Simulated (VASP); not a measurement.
Consider the following.

```
CELL_PARAMETERS angstrom
      2.07124    -3.58749     0.00000
      2.07124     3.58749     0.00000
      0.00000     0.00000     6.70222
ATOMIC_POSITIONS crystal
  Cd 0.00000 0.00000 0.00000
  I  0.33333 0.66667 0.24900
  I  0.66667 0.33333 0.75100
```

Level of theory: PBEsol GGA, VASP's PBE PAW potentials (set 64) (plane waves; VASP). Settings: 300 eV cut-off, 6×6×3 Γ-centred mesh, Fermi-Dirac smearing of 0.050 eV, potentials Cd I.

At this cut-off the stress carries a Pulay error, which pulls relaxed volumes low.

Question: What does the run give for the energy per atom (σ→0), pressure?

Answer: 
```yaml
energy per atom (σ→0): -203.2 kJ/mol-atom
pressure: 2.65 GPa
```

Only differences to runs with the same potentials and settings are physical.

The structure is a typed CdI2 crystal (P-3m1). The cell was not relaxed at this level.
